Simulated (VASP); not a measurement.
An input for Quantum ESPRESSO's pw.x (written as the equivalent of a VASP run, and not itself run):

```
&CONTROL
  calculation = 'scf'
  pseudo_dir = './pseudo'
  outdir = './out'
  tprnfor = .true.
  tstress = .true.
/
&SYSTEM
  ibrav = 0
  nat = 2
  ntyp = 2
  ecutwfc = 86
  occupations = 'tetrahedra'
  input_dft = 'pbe'
/
&ELECTRONS
  conv_thr = 7.3e-09
  electron_maxstep = 100
/
ATOMIC_SPECIES
  Mo 95.950 Mo.upf
  Se 78.971 Se.upf
CELL_PARAMETERS angstrom
     0.0000000    2.8222898    2.8222898
     2.8222898    0.0000000    2.8222898
     2.8222898    2.8222898    0.0000000
ATOMIC_POSITIONS crystal
  Mo   0.0000000  0.0000000  0.0000000
  Se   0.2500000  0.2500000  0.2500000
K_POINTS automatic
  13 13 13 0 0 0
```

Task: Translate this input to VASP (INCAR, KPOINTS, POSCAR, choice of POTCAR).

Result: This is not unique; one that fits is 
File POSCAR:
```
MoSe
1
    0.0000000000     2.8222898104     2.8222898104
    2.8222898104     0.0000000000     2.8222898104
    2.8222898104     2.8222898104     0.0000000000
Mo Se
1 1
Direct
  0.0000000000   0.0000000000   0.0000000000
  0.2500000000   0.2500000000   0.2500000000
```

INCAR:
```
SYSTEM = MoSe
PREC = Accurate
ENCUT = 400
EDIFF = 1E-7
NELM = 100
ALGO = Normal
LREAL = .FALSE.
LASPH = .TRUE.
ISMEAR = -5
GGA = PE
LMAXMIX = 4
LWAVE = .FALSE.
LCHARG = .TRUE.
LORBIT = 11
NEDOS = 601
ISIF = 2
```

### KPOINTS
```
K-points
0
Gamma
13 13 13
0 0 0
```

POTCAR, in this order: Mo_sv Se (PBE.64 set). Program: vasp_std.

What does not carry over: the potentials are each code's own (VASP's PAW set, PseudoDojo norm-conserving files in pw.x), so ENCUT and ecutwfc are chosen apart and not converted; conv_thr bounds pw.x's estimated SCF error, while EDIFF bounds the energy change between steps.

The structure was generated: MoSe was put into the zinc blende type (F-43m), which need not be its known phase. It was relaxed first, which changed the volume by -29 %.
